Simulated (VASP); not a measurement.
Si2W:

```
Si W
1.0
    -1.60211    1.60211    3.90958
     1.60211   -1.60211    3.90958
     1.60211    1.60211   -3.90958
Si W
2 1
Direct
  0.33446 0.33446 0.00000
  0.66554 0.66554 0.00000
  0.00000 0.00000 0.00000
```

Base run:

```yaml
Program: VASP 6.6.1
Functional: PBE
Potentials_or_basis: VASP PAW PBE potentials, release 64 (Si, W_sv)
Cutoff: 520 eV
k_mesh: 16 × 16 × 16
Occupations: methfessel-paxton, width 0.1 eV
Spin: no spin polarisation
```

Its results: pressure 5.1 GPa; largest force 0.054 eV/Å.

The run is repeated on the same cell with these changes: functional from PBE to LDA; potentials or basis from VASP PAW PBE potentials, release 64 (Si, W_sv) to VASP PAW LDA potentials, release 64 (Si, W_sv). What comes out?

Pressure -3.5 GPa; largest force 0.061 eV/Å.
